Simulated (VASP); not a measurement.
Level of theory: PBE GGA, VASP's PBE PAW potentials (set 64) (plane waves; VASP).

VASP ran on this input.

**POSCAR**
```
In31P32
1
   11.9995217336     0.0000000000     0.0000000000
    0.0000000000    11.9995217336    -0.0000000000
   -0.0000000000    -0.0000000000    11.9995217336
In P
31 32
Direct
  0.5000000000   0.0000000000   0.0000000000
  0.7500000000   0.2500000000   0.0000000000
  0.7500000000   0.0000000000   0.2500000000
  0.0000000000   0.0000000000   0.0000000000
  0.2500000000   0.2500000000   0.0000000000
  0.5000000000   0.5000000000   0.0000000000
  0.7500000000   0.7500000000   0.0000000000
  0.2500000000   0.0000000000   0.2500000000
  0.5000000000   0.2500000000   0.2500000000
  0.7500000000   0.5000000000   0.2500000000
  0.5000000000   0.0000000000   0.5000000000
  0.7500000000   0.2500000000   0.5000000000
  0.7500000000   0.0000000000   0.7500000000
  0.0000000000   0.5000000000   0.0000000000
  0.2500000000   0.7500000000   0.0000000000
  0.0000000000   0.2500000000   0.2500000000
  0.2500000000   0.5000000000   0.2500000000
  0.5000000000   0.7500000000   0.2500000000
  0.0000000000   0.0000000000   0.5000000000
  0.2500000000   0.2500000000   0.5000000000
  0.7500000000   0.7500000000   0.5000000000
  0.2500000000   0.0000000000   0.7500000000
  0.5000000000   0.2500000000   0.7500000000
  0.7500000000   0.5000000000   0.7500000000
  0.0000000000   0.7500000000   0.2500000000
  0.0000000000   0.5000000000   0.5000000000
  0.2500000000   0.7500000000   0.5000000000
  0.0000000000   0.2500000000   0.7500000000
  0.2500000000   0.5000000000   0.7500000000
  0.5000000000   0.7500000000   0.7500000000
  0.0000000000   0.7500000000   0.7500000000
  0.6250000000   0.1250000000   0.1250000000
  0.8750000000   0.3750000000   0.1250000000
  0.8750000000   0.1250000000   0.3750000000
  0.1250000000   0.1250000000   0.1250000000
  0.3750000000   0.3750000000   0.1250000000
  0.6250000000   0.6250000000   0.1250000000
  0.8750000000   0.8750000000   0.1250000000
  0.3750000000   0.1250000000   0.3750000000
  0.6253970000   0.3789800000   0.3783840000
  0.8750000000   0.6250000000   0.3750000000
  0.6250000000   0.1250000000   0.6250000000
  0.8750000000   0.3750000000   0.6250000000
  0.8750000000   0.1250000000   0.8750000000
  0.1250000000   0.6250000000   0.1250000000
  0.3750000000   0.8750000000   0.1250000000
  0.1250000000   0.3750000000   0.3750000000
  0.3759010000   0.6266260000   0.3753440000
  0.6250000000   0.8750000000   0.3750000000
  0.1250000000   0.1250000000   0.6250000000
  0.3760340000   0.3789900000   0.6264110000
  0.6245470000   0.6226530000   0.6282850000
  0.8750000000   0.8750000000   0.6250000000
  0.3750000000   0.1250000000   0.8750000000
  0.6250000000   0.3750000000   0.8750000000
  0.8750000000   0.6250000000   0.8750000000
  0.1250000000   0.8750000000   0.3750000000
  0.1250000000   0.6250000000   0.6250000000
  0.3750000000   0.8750000000   0.6250000000
  0.1250000000   0.3750000000   0.8750000000
  0.3750000000   0.6250000000   0.8750000000
  0.6250000000   0.8750000000   0.8750000000
  0.1250000000   0.8750000000   0.8750000000
```

**INCAR**
```
# general
SYSTEM   =  In31P32
PREC     =  Normal
ENCUT    =  400
LREAL    =  Auto
LASPH    =  .TRUE.   # aspherical one-centre terms
ISYM     =  0
NELECT   =  254.0

# electronic loop
EDIFF    =  1E-5   # SCF stop (eV)
NELM     =  100
NELMIN   =  4
ALGO     =  Fast
LMAXMIX  =  4   # l cut-off of mixed one-centre charges

# smearing
ISMEAR   =  0
SIGMA    =  0.05   # width (eV)

# functional
GGA      =  PE

# ions
IBRION   =  2   # conjugate gradients
NSW      =  60   # most ionic steps
ISIF     =  2
EDIFFG   =  -0.03   # ionic stop

# output
LWAVE    =  .TRUE.
LCHARG   =  .FALSE.
```

File KPOINTS:
```
K-points
0
Gamma
  1 1 1
```

POTCAR, in this order: In P (PBE.64 set). Program: vasp_gam.

### Question
What will the output report for the number of irreducible k-points (NKPTS), largest plane-wave count, FFT grid (NGX, NGY, NGZ)?

### Answer

- number of irreducible k-points (NKPTS) = 1
- largest plane-wave count = 15720
- FFT grid (NGX, NGY, NGZ) = 60 × 60 × 60

The cell is a supercell with a defect, built from InP (zinc blende): vac_In, charge -1. The run is not spin-polarised, so no state with unpaired spins was tried.
